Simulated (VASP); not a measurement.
Given:

```xyz
2
Lattice="1.6005 -2.7721 0.0000 1.6005 2.7721 0.0000 0.0000 0.0000 5.0587" Properties=species:S:1:pos:R:3 pbc="T T T"
Hf     1.6005     0.9240     1.2647
Hf     1.6005    -0.9240     3.7940
```

All values below come from PBE GGA, VASP's PBE PAW potentials (set 64) (plane waves; VASP 6.6.1). Run with 480 eV cut-off, 12×12×8 Γ-centred mesh, first-order Methfessel-Paxton smearing of 0.10 eV, potentials Hf_pv.

Each relaxation starts from this cell; other phases were not tried.

Problem. The cell is relaxed at 20 GPa. What happens?

Solution. The volume per atom goes from 22.44 to 19.43 Å³ (-13.4 %), and the cell becomes a = b = 3.0453 Å, c = 4.8380 Å, α = β = 90.00°, γ = 120.00°, space group P6_3/mmc.

Problem. The cell is relaxed at 30 GPa. What happens?

Solution. The volume per atom goes from 22.44 to 18.40 Å³ (-18.0 %), and the cell becomes a = 2.9891 Å, b = 2.9891 Å, c = 4.7569 Å, α = 90.00°, β = 90.00°, γ = 120.00°, space group P6_3/mmc.

Failed runs are left out, and for metals the shear rows, which the mesh's noise covers.

The compound is Hf in the hcp structure.
